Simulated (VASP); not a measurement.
Input:

```
Zr
1.0
    1.60347    -2.87428     0.00000
    1.60347     2.87428     0.00000
    0.00000     0.00000     5.07220
Zr
2
Direct
  0.33333   0.66667   0.25000
  0.67760   0.34426   0.75000
```

Level of theory: PBE GGA, VASP's PBE PAW potentials (set 64) (plane waves; VASP). Run with 225 eV cut-off, 12×12×7 Γ-centred mesh, first-order Methfessel-Paxton smearing of 0.10 eV, potentials Zr_sv.

At this cut-off the stress carries a Pulay error, which pulls relaxed volumes low.

**Question.** Estimate the energy per atom (σ→0), pressure, largest force, band gap (on the k-mesh) with the smallest direct gap where there is one.

**Answer.** 
```yaml
band gap (on the k-mesh): none (metal, semimetal or under 0.01 eV)
energy per atom (σ→0): -8.486 eV/atom
pressure: -2.70 GPa
largest_force: 0.067 eV/Å
```

The compound is Zr in the hcp structure. The cell was not relaxed at this level, atoms are displaced from their ideal sites. The run is one of a series of settings (ENCUT = 225 against the base run), some of them coarse on purpose.
